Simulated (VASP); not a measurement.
InP (zinc blende), at 0.96 of the tabulated volume:

```xyz
2
Lattice="0.0000 2.8953 2.8953 2.8953 0.0000 2.8953 2.8953 2.8953 0.0000" Properties=species:S:1:pos:R:3 pbc="T T T"
In     0.0000     0.0000     0.0000
P      1.4477     1.4477     1.4477
```

The lowest empty band near Γ, direction [111], from PBE with spin-orbit coupling in VASP (PAW); its two spin partners are averaged. The gap over the points computed is 0.88 eV, and the next band on that side lies 2.87 eV away at the edge.

Numerical set-up: 400 eV cut-off, 9×9×9 Γ-centred mesh, Gaussian smearing of 0.050 eV, potentials In_d P.

```
distance from the edge in k (1/Å)  distance in energy (meV)
---------------------------------  ------------------------
0.012                                                   7.9
0.018                                                  17.4
0.025                                                  32.8
0.035                                                  61.9
0.050                                                 117.4
0.070                                                 205.6
```

**Question.** Fit E(1 + αE) = ħ²k²/2m* (ħ²/2m0 = 3.810 eV Å²) and predict the row at 0.095 1/Å.

**Answer.** Least squares on the energies gives the electron mass m* = 0.069 m0 and α = 1.56 per eV, and so 330.2 meV. The run gave 326.2 meV, -4.0 meV from the fit. So light an electron mass at Γ scales with the gap, and carries this level's error in it.

Left out are points under 3 meV from the edge, since the levels carry 0.1 meV, and points farther than half the way to the next band.

The compound is InP in the zinc blende structure. The cell was not relaxed at this level.
